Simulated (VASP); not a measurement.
Given:

```
CELL_PARAMETERS angstrom
     -1.54857     1.54857     1.54857
      1.54857    -1.54857     1.54857
      1.54857     1.54857    -1.54857
ATOMIC_POSITIONS crystal
  W  0.00000 0.00000 0.00000
```

Method: vdW-DF-cx, VASP's PBE PAW potentials (set 64) (plane waves; VASP). Numerical set-up: 520 eV cut-off, 16×16×16 Γ-centred mesh, first-order Methfessel-Paxton smearing of 0.10 eV, potentials W_sv.

Unless said otherwise, spin-orbit coupling is left out, though it shifts the bands of the heavy elements here.

Task: Estimate the energy per atom (σ→0), pressure, band gap (on the k-mesh) with the smallest direct gap where there is one.

Result: 
| Item | Value |
|---|---|
| band gap (on the k-mesh) | none (metal, semimetal or under 0.01 eV) |
| energy per atom (σ→0) | -10.325 eV/atom |
| pressure | 22.20 GPa |

Total energies compare only between runs with the same potentials, cut-off and functional.

The compound is W in the bcc structure. This cell is one point of a volume scan, at 0.94 of the reference volume.
